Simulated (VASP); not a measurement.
These are optB86b-vdW, VASP's PBE PAW potentials (set 64) (plane waves; VASP 6.6.1) values and carry that method's errors.

VASP ran on this input.

### POSCAR
```
MgO
1
    0.0000000000     2.1105759332     2.1105759332
    2.1105759332     0.0000000000     2.1105759332
    2.1105759332     2.1105759332     0.0000000000
Mg O
1 1
Direct
  0.0000000000   0.0000000000   0.0000000000
  0.5000000000   0.5000000000   0.5000000000
```

INCAR:
```
SIGMA=0.05   ! width (eV)
LWAVE=F
SYSTEM=MgO
ISIF=2   ! forces and stress, cell fixed
ISMEAR=0   ! Gaussian
GGA=MK
LREAL=F   ! projection in real space or not
PARAM2=1.0
PREC=Accurate
AGGAC=0.0
LCHARG=F
PARAM1=0.1234
ALGO=Normal   ! blocked Davidson
NELM=100   ! most electronic steps
LASPH=T   ! aspherical one-centre terms
ENCUT=520   ! plane-wave cut-off (eV)
LUSE_VDW=T
EDIFF=1E-7   ! SCF stop (eV)
```

**KPOINTS**
```
Automatic mesh
0
Gamma
11 11 11
0 0 0
```

POTCAR, in this order: Mg O (PBE.64 set). Program: vasp_std.

Output of the run:

OSZICAR:
```
       N       E                     dE             d eps       ncg     rms          rms(c)
DAV:   1     0.134129947484E+02    0.13413E+02   -0.48551E+03  1080   0.886E+02
DAV:   2    -0.104391106431E+02   -0.23852E+02   -0.22552E+02  1040   0.137E+02
DAV:   3    -0.107554702264E+02   -0.31636E+00   -0.31636E+00  1200   0.176E+01
DAV:   4    -0.107559199437E+02   -0.44972E-03   -0.44972E-03  1152   0.575E-01
DAV:   5    -0.107559203506E+02   -0.40694E-06   -0.40694E-06  1224   0.132E-02    0.720E+00
DAV:   6    -0.922118836330E+01    0.15347E+01   -0.10151E+01   896   0.224E+01    0.229E+00
DAV:   7    -0.920592541382E+01    0.15263E-01   -0.46914E-02   936   0.263E+00    0.132E+00
DAV:   8    -0.920052163902E+01    0.54038E-02   -0.26856E-02   896   0.244E+00    0.160E-01
DAV:   9    -0.920041119135E+01    0.11045E-03   -0.46864E-04  1352   0.196E-01    0.730E-02
DAV:  10    -0.920051562720E+01   -0.10444E-03   -0.13498E-04   912   0.123E-01    0.485E-03
DAV:  11    -0.920051553327E+01    0.93923E-07   -0.13994E-06  1288   0.968E-03    0.296E-03
DAV:  12    -0.920051545091E+01    0.82368E-07   -0.49919E-07   960   0.663E-03
   1 F= -.92005155E+01 E0= -.92005155E+01  d E =-.808984E-12
```

### OUTCAR
```
------------------------ aborting loop because EDIFF is reached ----------------------------------------
  FORCE on cell =-STRESS in cart. coord.  units (eV):
  Direction    XX          YY          ZZ          XY          YZ          ZX
  --------------------------------------------------------------------------------------
  Total       -0.0008899     -0.0008899     -0.0008899      0.0000000      0.0000000      0.0000000
  in kB       -0.0758261     -0.0758261     -0.0758261      0.0000000      0.0000000      0.0000000
  external PRESSURE =      -0.0758261 kB  Pullay stress =       0.0000000 kB
  volume of cell :       18.80
      direct lattice vectors                 reciprocal lattice vectors
     0.000000000  2.110575933  2.110575933    -0.236902161  0.236902161  0.236902161
     2.110575933  0.000000000  2.110575933     0.236902161 -0.236902161  0.236902161
     2.110575933  2.110575933  0.000000000     0.236902161  0.236902161 -0.236902161
  FREE ENERGIE OF THE ION-ELECTRON SYSTEM (eV)
  ---------------------------------------------------
  free  energy   TOTEN  =        -9.2005154509 eV

  energy  without entropy=       -9.2005154509  energy(sigma->0) =       -9.20051545
```
(Selected blocks of OUTCAR.)

### OUTCAR
```
 val. band max:        3.0358322366   @ k =   0.0000   0.0000   0.0000

 cond. band min:       7.8260506103   @ k =   0.0000   0.0000   0.0000


 Fermi energy:         3.2490215299

 k-point     1 :       0.0000    0.0000    0.0000
  band No.  band energies     occupation
      1     -14.1113      2.00000
      2       3.0358      2.00000
      3       3.0358      2.00000
      4       3.0358      2.00000
      5       7.8261      0.00000
      6      18.8238      0.00000
      7      18.8238      0.00000
      8      18.8238      0.00000

 k-point     2 :       0.0909    0.0000    0.0000
  band No.  band energies     occupation
      1     -14.0242      2.00000
      2       2.4951      2.00000
      3       2.9802      2.00000
      4       2.9802      2.00000
      5       8.3486      0.00000
      6      17.7559      0.00000
      7      19.0231      0.00000
      8      19.0231      0.00000

 k-point     3 :       0.1818    0.0000    0.0000
  band No.  band energies     occupation
      1     -13.7805      2.00000
      2       1.3411      2.00000
      3       2.8350      2.00000
      4       2.8350      2.00000
      5       9.4121      0.00000
      6      16.3218      0.00000
      7      19.4626      0.00000
      8      19.4626      0.00000

 k-point     4 :       0.2727    0.0000    0.0000
  band No.  band energies     occupation
      1     -13.4366      2.00000
      2       0.1149      2.00000
      3       2.6531      2.00000
      4       2.6531      2.00000
      5      10.3620      0.00000
      6      15.5019      0.00000
      7      19.6722      0.00000
      8      19.6722      0.00000

 k-point     5 :       0.3636    0.0000    0.0000
  band No.  band energies     occupation
      1     -13.0896      2.00000
      2      -0.8887      2.00000
      3       2.4932      2.00000
      4       2.4932      2.00000
      5      10.8484      0.00000
      6      15.4026      0.00000
      7      19.5116      0.00000
...
```

The compound is MgO in the rock salt structure. It was relaxed first.
